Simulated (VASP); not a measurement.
The cell holds one Re (hcp) (0 0 0 1) slab, with vacuum along c, ions free to move until forces fall under 0.03 eV/Å, no reconstruction beyond this cell, dipole correction on.

Here is the system:

```xyz
6
Lattice="2.7493 0.0000 0.0000 -1.3746 2.3809 0.0000 0.0000 0.0000 28.3040" Properties=species:S:1:pos:R:3 pbc="T T T"
Re     1.3746     0.7936    10.7640
Re     0.0000     1.5873     8.6776
Re     1.3746     0.7936    15.2231
Re     0.0000     1.5873    13.0810
Re     1.3746     0.7936    19.6264
Re     0.0000     1.5873    17.5400
```

Computed with PBEsol GGA, VASP's PBE PAW potentials (set 64) (plane waves; VASP). Numerical set-up: 400 eV cut-off, 11×11×1 Γ-centred mesh, first-order Methfessel-Paxton smearing of 0.10 eV, potentials Re.

Slab and bulk use different k-meshes, so the surface energy is good to a few per cent at best. Unless said otherwise, spin-orbit coupling is left out, though it shifts the bands of the heavy elements here.

Question: Predict its surface energy, work function, band gap (on the k-mesh).

Answer: 
```yaml
surface_energy: 3.00 J/m²
work_function: 5.11 eV
band gap (on the k-mesh): none (metal, semimetal or under 0.01 eV)
```

Measured: work function 5.59 eV (computed value off by -0.48 eV), as given by L. Yang, R. G. Hudson, NASA CR-121143 (1973).

The cell is a thin slab with vacuum, built from Re (hcp): (001) face.
